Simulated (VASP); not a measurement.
# SiH10C3O6: single point with PBEsol

The system is SiH10C3O6.

```xyz
40
Lattice="7.9676 0.0000 0.0000 0.0000 7.9676 0.0000 0.0000 0.0000 7.9676" Properties=species:S:1:pos:R:3 pbc="T T T"
Si    2.5978    7.9538    2.8553
Si    5.1412    1.1415   -0.3661
H     3.0096    9.2674    3.4540
H     1.5659    7.2659    3.6095
H     2.1899    8.0734    1.4456
H     3.8378    6.9036    2.8288
H     6.0836    2.0261    0.3815
H     4.0683    0.7205    0.4993
H     4.4815    1.9157   -1.4596
H     5.9165    0.0733   -1.1397
H    -0.4948    4.4033    6.5346
H     1.6730    5.7249    5.2851
H     1.0331    0.0959    6.1883
H     2.2194    2.4450    7.1240
H     5.5994    6.5569    2.3430
H     8.0402    7.7389    1.5756
H     3.4616    5.2412    7.1562
H     5.8494    6.0495    5.4666
H     6.0634    0.9542    3.1626
H     7.3697    3.5182    3.5306
H     5.1226    4.8257    0.6787
H     2.7384    4.5211    2.1435
O     0.3350    4.3924    5.9533
O     0.2012    6.7003    6.0043
O     1.7549    0.7402    6.2926
O     0.3033    1.6889    7.6872
O     6.2059    7.3676    2.2455
O     7.6626    5.6532    1.8222
O     3.9274    5.6195    6.1693
O     5.7881    4.8777    7.1466
O     6.0937    1.9353    3.3669
O     8.2619    1.7615    3.0537
O     4.6152    4.6936    1.5589
O     2.7966    4.8690    0.1633
C     0.7502    5.6495    5.7286
C     1.3516    1.7204    7.0583
C     7.4079    6.8237    1.8071
C     5.2042    5.5016    6.2086
C     7.3036    2.4199    3.2989
C     3.3570    4.6698    1.2615
```

The cell was built by a generator and needn't be a form met in nature.

| Quantity | Value |
| --- | --- |
| Program | VASP 6.6.1 |
| Task | single point |
| Functional | PBEsol |
| Potentials or basis | VASP PAW PBE potentials, release 64 (Si, H, O, C) |
| Cutoff | 520 eV |
| k mesh | 1 × 1 × 1 |
| Occupations | fermi-dirac, width 0.02 eV |
| Spin | no spin polarisation |

```yaml
Pressure: 1.2 GPa
Largest_force: 3.315 eV/Å
Band_gap_on_the_k_mesh: 3.43 eV, direct
```

Forces in eV/Å, atoms in the order of the input:
```
Si   1.515 -0.421 -0.023
Si   1.091  0.465 -1.156
H    0.088 -0.261 -0.092
H   -0.491 -0.272  0.430
H   -0.141  0.040 -0.295
H   -1.071  1.017  0.115
H   -0.204 -0.089 -0.008
H   -0.646 -0.624  0.595
H   -0.091  0.203 -0.020
H   -0.342  0.173  0.598
H   -0.134  0.200 -0.106
H    2.898 -0.543 -1.515
H   -1.001 -1.357 -0.220
H   -0.842  0.193  0.163
H    0.157  0.980  0.242
H    0.026 -0.887 -0.163
H    0.178 -0.036 -0.779
H   -0.555 -0.416  0.020
H    0.344  0.346 -0.176
H   -0.357 -0.414 -0.145
H    0.645 -0.265 -0.522
H   -0.473 -0.314  0.369
O   -0.055  1.138  0.140
O   -1.473  0.145  0.542
O    1.349  0.661 -0.797
O    0.249  0.768 -0.084
O   -0.214 -1.868 -0.461
O    0.061 -0.584 -0.257
O    0.198  0.433 -0.479
O    0.200  0.256 -0.464
O   -1.801 -0.067  0.307
O    2.726 -1.484 -0.668
O    0.395  0.122 -0.708
O    0.279 -0.274  0.756
C   -1.698 -1.064  1.038
C    0.623 -0.118  0.908
C   -0.048  2.373  0.673
C    0.456 -0.177  1.181
C   -0.815  1.628  0.624
C   -1.029  0.396  0.443
```

Stress tensor (GPa, compression positive):
```
 3.20 -0.05 -1.32
-0.05 -0.29  0.28
-1.32  0.28  0.71
```

Levels at points of the mesh, in eV from the valence-band top:
```tsv
k point	band 59	band 60	band 61	band 62	band 63	band 64	band 65	band 66
(0.00, 0.00, 0.00)	-1.02	-0.97	-0.20	0.00	3.43	4.16	4.26	4.44
```

Run time: 48 s on 1 thread of Intel(R) Xeon(R) 6975P-C (Granite Rapids), with other jobs on the host, peak memory 0.51 GiB.

Caveat: the standard files for N, O and F lose accuracy on very short bonds; the PAW data sets were made with another functional, which shifts forces and pressure a little.
